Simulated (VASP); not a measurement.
# Pt: energy against volume

Pt (fcc, Fm-3m, 15.595 Å³/atom and stress up to 0.23 GPa in the relaxed cell, cube axes along x, y and z) under an equal strain ε along all three axes. PBE in VASP (plane waves, PAW), 480 eV, 20×20×20 Γ-centred mesh, Methfessel-Paxton smearing 0.10 eV.

Here V stands for volume and E for E less E0.

| volume (Å³/atom) | E less E0 (meV/atom) | pressure (GPa) |
|---|---|---|
| 14.2332 | ? | ? |
| 14.6779 | 49.99 | 18.18 |
| 14.9037 | 27.86 | 13.11 |
| 15.1318 | 12.43 | 8.45 |
| 15.3623 | 3.28 | 4.17 |
| 15.5950 | 0.00 | 0.23 |
| 15.8301 | 2.22 | -3.37 |
| 16.0676 | 9.58 | -6.67 |
| 16.3074 | 21.73 | -9.68 |
| 16.5496 | 38.36 | -12.42 |

Fit E of the 9 rows that show it with the third-order Birch-Murnaghan form, a cubic in V^(-2/3). With u = V^(-2/3) - 0.160, the rows have u = 0.006811, 0.005122, 0.003458, 0.001819, 0.000205, -0.001385, -0.002952, -0.004495, -0.006016. Least squares gives E = -0.012 - 146.26·u + 1065684·u² + 4942521·u³. Residuals (row less fit): 0.000, -0.001, 0.000, 0.002, -0.003, -0.002, 0.001, 0.001, -0.001; standard error 0.002 (degrees of freedom: 5). Its minimum lies at u = 0.000069, so V0 = (0.160069)^(-3/2) = 15.61. There d²E/du² = 2133000 and d³E/du³ = 2.966e7, so B0 = (4/9) × 15.61^(-7/3) × 2133000 × 0.160218 = 249 GPa (the last factor turns the table's units into GPa), and B0' = 4 + (2/3) × 0.160069 × (2.966e7)/2133000 = 5.5. B0' rests on the cubic coefficient alone and has a standard error of 0.1 from these residuals.

Q: Predict the withheld E at V = 14.2332 from the fit, and compare with the calculation.

A: u = 0.010267, so E = -0.012 - 146.26 × 0.010267 + 1065684 × 0.010267² + 4942521 × 0.010267³ = 116.171 meV/atom. The calculation gives 116.15 meV/atom, 0.021 meV/atom below the prediction (0.0 % of the range of E in the table). The row lies outside the fitted rows, so this is an extrapolation. The scatter of the fitted rows lies at the last printed digit.

In a metal these values are sensitive to mesh and smearing; energies are taken to zero smearing, stresses follow the free energy. The runs aren't spin-polarised. Spin-orbit coupling is left out, which can shift these values for the heavy elements here. Other structures, which can take over under pressure, weren't tried. The same form fitted to the pressure column gives B0' = 5.5; series where the two differ by over 0.4 aren't shown. Rows are the converged runs of the series near zero and its far end, less any whose ions stayed unrelaxed beside relaxed ones; series whose fitted rows scatter by over a few per cent of the range, as at a crossing or softening among them, aren't shown in this form.
